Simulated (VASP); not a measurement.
PbSe (rock salt) is relaxed at rising pressure, each step from the one before. Symmetry mostly holds the structure type, and other phases were not tried. The mesh follows the cell, and a change of mesh leaves a small step in the series.

```yaml
crystal:
  lattice:
    - [0.00000, 3.10634, 3.10634]
    - [3.10634, 0.00000, 3.10634]
    - [3.10634, 3.10634, 0.00000]
  atoms:
    - { symbol: Pb, position: [0.00000, 0.00000, 0.00000] }
    - { symbol: Se, position: [0.50000, 0.50000, 0.50000] }
```

The numbers are results of PBE GGA, VASP's PBE PAW potentials (set 64) (plane waves; VASP), not measurements. Settings: 500 eV cut-off, 7×7×7 Γ-centred mesh, Gaussian smearing of 0.050 eV, potentials Pb_d Se.

```json
[
 {"P (GPa)": "0", "V (Å³/atom)": "29.97", "H − H(0) (eV/atom)": "0.000", "space group": "Fm-3m", "k-mesh": "7×7×7"},
 {"P (GPa)": "5", "V (Å³/atom)": "27.48", "H − H(0) (eV/atom)": "0.896", "space group": "Fm-3m", "k-mesh": "8×8×8"},
 {"P (GPa)": "10", "V (Å³/atom)": "25.75", "H − H(0) (eV/atom)": "1.726", "space group": "Fm-3m", "k-mesh": "8×8×8"},
 {"P (GPa)": "20", "V (Å³/atom)": "…", "H − H(0) (eV/atom)": "…", "space group": "Fm-3m", "k-mesh": "8×8×8"},
 {"P (GPa)": "30", "V (Å³/atom)": "…", "H − H(0) (eV/atom)": "…", "space group": "Fm-3m", "k-mesh": "8×8×8"},
 {"P (GPa)": "45", "V (Å³/atom)": "20.10", "H − H(0) (eV/atom)": "6.621", "space group": "Fm-3m", "k-mesh": "8×8×8"}
]
```

Question: Some entries are withheld; supply them.

Answer: 
- 30, V (Å³/atom): 21.82
- 30, H − H(0) (eV/atom): 4.663
- 20, V (Å³/atom): 23.41
- 20, H − H(0) (eV/atom): 3.254

Pressures at which the relaxation failed are left out.

The compound is PbSe in the rock salt structure.
